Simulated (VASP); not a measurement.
Given:

```
CELL_PARAMETERS angstrom
      2.90381     0.00000     0.00000
      0.00000     2.90381     0.00000
      0.00000     0.00000     8.13270
ATOMIC_POSITIONS crystal
  Ti 0.98880 0.47261 0.88546
  Ti 0.53698 0.97192 0.11928
  Ag 0.02633 0.52877 0.37596
  Ag 0.44789 0.02671 0.61930
```

All values below come from PBEsol GGA, VASP's PBE PAW potentials (set 64) (plane waves; VASP 6.6.1). Run with 300 eV cut-off, 7×7×3 Γ-centred mesh, Gaussian smearing of 0.10 eV, potentials Ti_sv Ag.

At this cut-off the stress carries a Pulay error, which pulls relaxed volumes low. Energy and stress use the plane-wave basis of the starting cell.

Question: The ions, cell shape and volume are relaxed. Predict the relaxed structure.

Answer: 
```
CELL_PARAMETERS angstrom
      2.86452    -0.00564    -0.00047
     -0.00563     2.86454    -0.00002
      0.00092     0.00044     8.06799
ATOMIC_POSITIONS crystal
  Ti 0.99997 0.50008 0.88361
  Ti 0.50000 0.99994 0.11630
  Ag 0.00007 0.49992 0.37323
  Ag 0.49996 0.00006 0.62687
```
Space group P4/nmm (129), at a tolerance of 0.03 Å.

Question: How do energy and volume change from the first to the last step?

Answer: The energy (σ→0) changes by -40.2 meV/atom and the volume by -3.5 %, in 20 ionic steps.

```tsv
step	E(σ→0) (eV)	max force (eV/Å)	pressure (GPa)	volume (Å³)
1	-23.4702	0.719	-3.17	68.58
2	-23.5371	0.607	2.39	65.26
3	-23.5371	0.607	2.41	65.26
4	-23.5874	0.332	1.08	65.77
5	-23.5983	0.281	0.21	66.21
6	-23.6139	0.210	-0.43	66.56
7	-23.6193	0.170	-1.02	66.92
8	-23.6252	0.225	0.96	65.78
9	-23.6256	0.212	0.52	66.04
10	-23.6306	0.023	0.08	66.17
11	-23.6306	0.029	0.07	66.18
12	-23.6309	0.011	-0.09	66.27
13	-23.6309	0.011	-0.10	66.28
14	-23.6311	0.017	0.05	66.19
15	-23.6310	0.014	0.04	66.22
16	-23.6310	0.013	0.00	66.23
17	-23.6310	0.013	-0.01	66.23
18	-23.6310	0.014	-0.01	66.23
19	-23.6310	0.014	-0.02	66.23
20	-23.6310	0.003	0.00	66.20
```

The structure comes from a computed database's TiAg entry; how it stands against other phases isn't given here. In the starting cell atoms are displaced from their ideal sites. This run relaxes it. The k-mesh is coarse (spacing up to 0.31 per Å, 2π included), so the numbers may not be converged in it. The run is one of a series of settings (EDIFFG = -0.01, IBRION = 2, ISIF = 3, NSW = 50 against the base run), some of them coarse on purpose.
